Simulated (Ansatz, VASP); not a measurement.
# Rh: VASP beside Ansatz, part 2 of 2

One calculation is typed for both programs; each brings its own data sets. How far apart do they land? Of the first pair: The structure shown is the start of the Ansatz relaxation below; VASP solves that cell, so the two are compared at the walk's first step.

VASP 6.6.1 and Ansatz 0.2.0.

So far. Step 3 (VASP: single point, LDA, start cell, pair 1): The run ends at a pressure of -0.14 GPa, with forces up to 0.031 eV/Å.

**5. Ansatz: relaxation, LDA**

Level of this step: Ansatz beside VASP: Kohn-Sham DFT, plane waves, LDA (Ansatz).

This run makes the geometry at which the two programs are then compared.

The structure compared here is the end of the Ansatz relaxation.

File input.yaml:

```yaml
crystal:
  lattice:
    - [1.8480015583, 1.8480015583, 0.0]
    - [-1.8480015583, 1.8480015583, 0.0]
    - [0.0, 0.0, 38.9999984]
  atoms:
    - { symbol: Rh, position: [0.0, 0.0, 0.1679071582] }
    - { symbol: Rh, position: [0.5, 0.5, 0.2148934479] }
    - { symbol: Rh, position: [0.0, 0.0, 0.2641025749] }
    - { symbol: Rh, position: [0.5, 0.5, 0.3133117019] }
    - { symbol: Rh, position: [0.0, 0.0, 0.3602979917] }
  periodic: [true, true, false]
kpoints:
  mp_grid: { grid: [14, 14, 1] }
hamiltonian:
  xc: lda
  pseudopotentials: { kind: paw, azcp: { folder: soft_1 }, xc_functional: pbe }
scf:
  occupations: { method: gaussian, width: 0.1 }
output:
  forces: true
  stress: true
  eigenvalues: true
  write_density: true
  write_potential: true
  elf: true
  volumetric_format: npy
relax:
  adjacent_minimum: "off"
  f_tol: 0.005
  max_steps: 80
  cell: { stress_2d_tol: 0.02 }
```

Command:

```sh
$ ansatz run input.yaml --threads 8 --pin off --max-ram 16384MiB --backend cpu --events-out ev --progress --plain --runs-dir out
```

Numbers of over 12 decimals in the logs are rounded to 6 here.

Log:

```text
[...]
Crystal: 5 atoms, lattice volume = 266.379 Å³
Basis set: ecut = 420 eV, 5231 PW (Γ)
Bands: 51, of which v1, the nominal top of the filled ones, is band 43 counted from 1 (42 counted from 0)
Symmetry: 16 space group operations
[...]
k-points: 36 of 196
[...]
--- Relaxed structure (4 steps of the walk, 4 accepted, 1 SCFs on fresh bases) ---
[...]
cell:  # Å, volume = 267.7955 Å³
    - [1.852910, 1.852910, 0.0]
    - [-1.852910, 1.852910, 0.0]
    - [0.0, 0.0, 38.9999984]
  atoms:
    - { symbol: Rh, position: [0, 0, 0.168490] }
    - { symbol: Rh, position: [0.5, 0.5, 0.215120] }
    - { symbol: Rh, position: [0, 0, 0.26410257492] }
    - { symbol: Rh, position: [0.5, 0.5, 0.313085] }
    - { symbol: Rh, position: [0, 0, 0.359715] }
[key lines of the parts left out:]
SCF converged after 10 iterations
Free energy (F): -31390.801329 eV
Fermi energy:    -5.500151 eV
P = ½ c Tr σ = -0.0031 N/m
```

**6. VASP: single point, LDA, relaxed cell, pair 2**

The same cell, functional (in two slightly different forms), mesh and smearing now go to VASP, with its own data sets.

File INCAR:

```
SYSTEM = Rh
PREC = Accurate
ENCUT = 400
EDIFF = 1E-06
NELM = 120
ISMEAR = 0
SIGMA = 0.1
LREAL = .FALSE.
ALGO = Normal
GGA = CA
NBANDS = 46
LASPH = .TRUE.
LORBIT = 11
LWAVE = .FALSE.
LCHARG = .FALSE.
ISIF = 2
LDIPOL = .TRUE.
IDIPOL = 3
DIPOL = 0.5 0.5 0.264
LVHAR = .TRUE.
GGA_COMPAT = .FALSE.
NELMDL = -8
KPAR = 2
```

File POSCAR:

```
Rh
1.0
    1.8529102539      1.8529102539      0.0000000000
   -1.8529102539      1.8529102539      0.0000000000
    0.0000000000      0.0000000000     38.9999984000
Rh
5
Direct
    0.0000000000      0.0000000000      0.1684903228
    0.5000000000      0.5000000000      0.2151196843
    0.0000000000      0.0000000000      0.2641025749
    0.5000000000      0.5000000000      0.3130854655
    0.0000000000      0.0000000000      0.3597148271
```

File KPOINTS:

```
Automatic mesh
0
Gamma
14 14 1
0 0 0
```

The projector-augmented-wave data sets are Rh_pv (LDA family, release 64).

Command:

```sh
$ mpirun -np 2 vasp_std
```

Log:

```text
[... set-up lines as in an earlier step ...]
 entering main loop
       N       E                     dE             d eps       ncg     rms          rms(c)
DAV:   1     0.596789938490E+03    0.59679E+03   -0.43039E+04  4472   0.121E+03
DAV:   2    -0.267237563458E+02   -0.62351E+03   -0.60846E+03  3840   0.388E+02
DAV:   3    -0.431140841287E+02   -0.16390E+02   -0.15636E+02  3652   0.673E+01
DAV:   4    -0.434123558506E+02   -0.29827E+00   -0.29790E+00  4242   0.886E+00
[...]
DAV:  26    -0.408111887826E+02   -0.34376E-05   -0.95390E-08  2104   0.684E-04    0.254E-04
DAV:  27    -0.408111904823E+02   -0.16997E-05   -0.65725E-08  2106   0.570E-04    0.112E-04
DAV:  28    -0.408111911645E+02   -0.68220E-06   -0.31064E-08  2078   0.424E-04
   1 F= -.40811191E+02 E0= -.40791479E+02  d E =-.394241E-01
```

Parts of OUTCAR (step 6):

```text
  Total       -0.2363320     -0.2363320     -0.2618078      0.0000000      0.0000000      0.0000000
  in kB       -1.4139359     -1.4139359     -1.5663535      0.0000000      0.0000000      0.0000000
  external PRESSURE =      -1.4647417 kB  Pullay stress =       0.0000000 kB

 POSITION                                       TOTAL-FORCE (eV/Angst)
 -----------------------------------------------------------------------------------
      0.00000      0.00000      6.57112        -0.000000      0.000000     -0.047970
      0.00000      1.85291      8.38967        -0.000000     -0.000000      0.008786
      0.00000      0.00000     10.30000         0.000000     -0.000000     -0.000000
      0.00000      1.85291     12.21033         0.000000      0.000000     -0.008786
      0.00000      0.00000     14.02888         0.000000      0.000000      0.047970
 -----------------------------------------------------------------------------------
    total drift:                               -0.000000      0.000000     -0.000722

  FREE ENERGIE OF THE ION-ELECTRON SYSTEM (eV)
  ---------------------------------------------------
  free  energy   TOTEN  =       -40.8111911645 eV

  energy  without entropy=      -40.7717670682  energy(sigma->0) =      -40.79147912

[... 1 part as in an earlier step ...]

[... 2 further parts left out ...]
[key lines of the parts left out:]
E-fermi :  -1.0540
```

The run ends at a pressure of -0.15 GPa, with forces up to 0.048 eV/Å.

**7. Comparison**

What differs besides the data sets and the points named for the pairs above, as far as they apply: the data sets hold 85 valence electrons in Ansatz (on its PAW soft_1 files) and 75 in VASP. Total energies have different zeros and are not compared.

At this near-relaxed geometry the largest component of a force difference is 49 meV/Å. With vacuum in the cell, a pressure given here is an average over mostly empty space and none of the material.

**8. Results**

| Quantity | Value |
| --- | --- |
| r.m.s. force difference (single point, LDA, start cell, pair 1) | 18 meV/Å |
| r.m.s. force difference (single point, LDA, relaxed cell, pair 2) | 18 meV/Å |

In words: The r.m.s. force difference is 18 meV/Å (single point, LDA, relaxed cell, pair 2), beyond the 12 meV/Å picked in this series as the mark of a large difference. The data sets hold unlike numbers of valence electrons (85 in Ansatz and 75 in VASP), so part of the differences comes from the potentials. What causes the difference of the single point, LDA, start cell, pair 1 pair stays open here. What causes the difference of the single point, LDA, relaxed cell, pair 2 pair stays open here. How closely two codes agree says nothing of how well the functional describes the real material.

[Lines on the potential files, build, host, timing and source positions are cut from VASP's logs without a mark.]

[Logs are printed without paths, hosts, clocks, repeated set-up lines and the standing remarks that a program may print on its own settings, such as how far it seeks lower states.]

[Hosts, paths, dates, database ids (printed as entryN), source tags and the programs' standing remarks are cut or masked in the printed files.]
